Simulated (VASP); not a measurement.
Data:

```xyz
2
Lattice="2.1123 1.2195 3.4463 -2.1123 1.2195 3.4463 0.0000 -2.4390 3.4463" Properties=species:S:1:pos:R:3 pbc="T T T"
Pb     0.0000     0.0000    10.1190
S      0.0000     0.0000     4.9305
```

Calculation: r2SCAN meta-GGA, VASP's PBE PAW potentials (set 64) (plane waves; VASP 6.6.1). Settings: 400 eV cut-off, 9×9×9 Γ-centred mesh, tetrahedra with Blöchl corrections, potentials Pb_d S.

Unless said otherwise, spin-orbit coupling is left out, though it shifts the bands of the heavy elements here.

**Question.** Give the energies of bands 7 to 13 at the high-symmetry points, in eV from the valence-band maximum.

**Answer.** 
```csv
band,Γ,T,H2,L,S0,F
7,-6.13,-8.96,-8.06,-8.97,-8.10,-7.32
8,-2.21,-1.82,-4.42,-1.82,-4.77,-5.18
9,-2.21,-1.82,-4.42,-1.82,-2.95,-3.46
10,-2.20,-0.01,-1.05,0.00,-2.47,-3.45
11,5.51,0.70,2.50,0.70,3.65,4.25
12,5.51,2.24,5.02,2.25,4.43,5.95
13,5.51,2.24,5.03,2.25,5.41,6.03
```

The gap is indirect, 0.70 eV, from the valence maximum at L to the conduction minimum at T.

The structure comes from a computed database's PbS entry (R3m); how it stands against other phases isn't given here. It was relaxed first.
